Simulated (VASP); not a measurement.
Consider the following.

```
BeS
1.0
    3.17904     0.00000     0.00000
   -1.58952     2.75313     0.00000
    0.00000     0.00000     5.26393
Be S
2 2
Direct
  0.33333   0.66667   0.00124
  0.66667   0.33333   0.50124
  0.33333   0.66667   0.37376
  0.66667   0.33333   0.87376
```

All values below come from PBEsol GGA, VASP's PBE PAW potentials (set 64) (plane waves; VASP 6.6.1). Settings: 500 eV cut-off, 8×8×4 Γ-centred mesh, Gaussian smearing of 0.050 eV, potentials Be S.

What does the run give for the energy per atom (σ→0), pressure?

```json
{
  "energy per atom (σ→0)": "-5064 meV/atom",
  "pressure": "29.89 GPa"
}
```

Only differences to runs with the same potentials and settings are physical.

The structure was generated: BeS was put into the wurtzite type (P6_3mc), which need not be its known phase. It was relaxed first under an external pressure of 30 GPa.
